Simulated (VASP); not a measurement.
All values below come from PBE GGA, VASP's PBE PAW potentials (set 64) (plane waves; VASP).

Input for VASP

### KPOINTS
```
Automatic mesh
0
Gamma
1 1 1
0 0 0
```

File POSCAR:
```
CrW
1
    0.0000000000     3.0754870000     3.0754870000
    3.0754870000     0.0000000000     3.0754870000
    3.0754870000     3.0754870000     0.0000000000
Cr W
2 2
Direct
  0.7500000000   0.7500000000   0.7500000000
  0.5000000000   0.5000000000   0.5000000000
  0.0000000000   0.0000000000   0.0000000000
  0.2500000000   0.2500000000   0.2500000000
```

### INCAR
```
# general
SYSTEM =CrW
PREC   =Accurate
ENCUT  =300   # plane-wave cut-off (eV)
LREAL  =F   # projection in real space or not
LASPH  =T   # aspherical one-centre terms

# electronic loop
EDIFF  =1E-6   # SCF stop (eV)
NELM   =100
ALGO   =Normal   # blocked Davidson
LMAXMIX=6

# smearing
ISMEAR =-1
SIGMA  =0.1

# functional
GGA    =PE   # PBE

# spin
ISPIN  =2   # spin-polarised
MAGMOM =2*3.0 2*0.0

# ions
ISIF   =2

# output
LWAVE  =F
LCHARG =F
LORBIT =11   # lm-projected
```

POTCAR, in this order: Cr_pv W_sv (PBE.64 set). Program: vasp_std.

The run wrote:

**OSZICAR**
```
       N       E                     dE             d eps       ncg     rms          rms(c)
DAV:   1     0.494635564033E+03    0.49464E+03   -0.22064E+04   144   0.132E+03
DAV:   2    -0.206494042017E+02   -0.51528E+03   -0.50071E+03   136   0.456E+02
DAV:   3    -0.490375385504E+02   -0.28388E+02   -0.27424E+02   160   0.111E+02
DAV:   4    -0.496763660150E+02   -0.63883E+00   -0.63540E+00   164   0.156E+01
DAV:   5    -0.496903205206E+02   -0.13955E-01   -0.13953E-01   180   0.226E+00    0.400E+01
DAV:   6    -0.508574110376E+02   -0.11671E+01   -0.29257E+01   148   0.429E+01    0.192E+01
DAV:   7    -0.498737462510E+02    0.98366E+00   -0.14670E+01   170   0.349E+01    0.115E+01
DAV:   8    -0.491149027478E+02    0.75884E+00   -0.26825E+00   164   0.133E+01    0.424E+00
DAV:   9    -0.491467630283E+02   -0.31860E-01   -0.10414E-01   148   0.249E+00    0.175E+00
DAV:  10    -0.491530250328E+02   -0.62620E-02   -0.59227E-03   156   0.513E-01    0.663E-01
DAV:  11    -0.491535784585E+02   -0.55343E-03   -0.35942E-03   152   0.544E-01    0.251E-01
DAV:  12    -0.491537652389E+02   -0.18678E-03   -0.29198E-04   154   0.138E-01    0.843E-02
DAV:  13    -0.491537701980E+02   -0.49591E-05   -0.11408E-04   164   0.968E-02    0.197E-02
DAV:  14    -0.491537680829E+02    0.21152E-05   -0.87833E-06   156   0.219E-02    0.981E-03
DAV:  15    -0.491537669717E+02    0.11111E-05   -0.26392E-06   144   0.969E-03    0.569E-03
DAV:  16    -0.491537668636E+02    0.10819E-06   -0.42604E-07    68   0.500E-03
   1 F= -.49153767E+02 E0= -.49152884E+02  d E =-.176537E-02  mag=    -0.0000
```

**OUTCAR**
```
------------------------ aborting loop because EDIFF is reached ----------------------------------------
  FORCE on cell =-STRESS in cart. coord.  units (eV):
  Direction    XX          YY          ZZ          XY          YZ          ZX
  --------------------------------------------------------------------------------------
  Total       -9.5294657     -9.5294657     -9.5294657      0.0000000     -0.0000000     -0.0000000
  in kB     -262.4263580   -262.4263580   -262.4263580      0.0000000     -0.0000000     -0.0000000
  external PRESSURE =    -262.4263580 kB  Pullay stress =       0.0000000 kB
  volume of cell :       58.18
      direct lattice vectors                 reciprocal lattice vectors
     0.000000000  3.075487000  3.075487000    -0.162575878  0.162575878  0.162575878
     3.075487000  0.000000000  3.075487000     0.162575878 -0.162575878  0.162575878
     3.075487000  3.075487000  0.000000000     0.162575878  0.162575878 -0.162575878
 POSITION                                       TOTAL-FORCE (eV/Angst)
 -----------------------------------------------------------------------------------
      4.61323      4.61323      4.61323         0.000000      0.000000      0.000000
      3.07549      3.07549      3.07549        -0.000000     -0.000000     -0.000000
      0.00000      0.00000      0.00000         0.000000      0.000000      0.000000
      1.53774      1.53774      1.53774        -0.000000     -0.000000     -0.000000
 -----------------------------------------------------------------------------------
    total drift:                                0.000000      0.000000      0.000000
  FREE ENERGIE OF THE ION-ELECTRON SYSTEM (eV)
  ---------------------------------------------------
  free  energy   TOTEN  =       -49.1537668636 eV

  energy  without entropy=      -49.1520014929  energy(sigma->0) =      -49.15288418

 total charge

# of ion       s       p       d       tot
------------------------------------------
    1        0.224   6.345   4.304  10.873
    2        0.224   6.345   4.304  10.873
    3        2.266   6.300   3.682  12.248
    4        2.266   6.300   3.682  12.248
--------------------------------------------------
tot          4.980  25.290  15.973  46.243

 magnetization (x)

# of ion       s       p       d       tot
------------------------------------------
    1       -0.000  -0.000   0.000   0.000
    2       -0.000  -0.000   0.000   0.000
    3       -0.000  -0.000  -0.000  -0.000
    4       -0.000  -0.000  -0.000  -0.000
--------------------------------------------------
tot         -0.000  -0.000   0.000  -0.000
```
(Selected blocks of OUTCAR.)

At this cut-off the stress carries a Pulay error, which pulls relaxed volumes low. The moments were started parallel, and other spin orders were not tried in this run.

The structure was generated: CrW was put into an ordered model structure, which need not be its known phase. The cell was not relaxed at this level. The k-mesh is coarse (spacing up to 1.77 per Å, 2π included), so the numbers may not be converged in it. The run is one of a series of settings (KPOINTS 1×1×1 Γ-centred mesh against the base run), some of them coarse on purpose.
